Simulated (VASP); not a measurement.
A run of VASP 6.6.1:

File INCAR:

```
SYSTEM = TiOs
PREC = Accurate
ENCUT = 520
EDIFF = 1E-6
ISMEAR = 0
SIGMA = 0.1
LREAL = .False.
LASPH = .True.
NELM = 100
ALGO = Normal
ISIF = 2
LWAVE = .False.
LCHARG = .False.
GGA = PS
NBANDS = 17
```

KPOINTS

```
regular mesh
0
Gamma
  14 14 14
  0 0 0
```

File POSCAR:

```
TiOs
1.0
    3.0619241683      0.0000000000      0.0000000000
    0.0000000000      3.0619241683      0.0000000000
    0.0000000000      0.0000000000      3.0619241683
Ti Os
1 1
Direct
    0.5000000000      0.5000000000      0.5000000000
    0.0000000000      0.0000000000      0.0000000000
```

Potentials or basis: VASP PAW PBE potentials, release 64 (Ti_sv, Os).

Run with:

```console
$ cat potpaw_PBE.64/Ti_sv/POTCAR potpaw_PBE.64/Os/POTCAR > POTCAR
$ mpirun -np 1 vasp_std > vasp.out
```

Hardware: 1 thread of Intel(R) Xeon(R) Platinum 8488C (Sapphire Rapids), on a shared host.

Task: Estimate the wall time of this run.

Result: Run time: 22 s on 1 thread of Intel(R) Xeon(R) Platinum 8488C (Sapphire Rapids) (shared host), peak memory 0.18 GiB. Counts: scf iterations 13, k points 120.
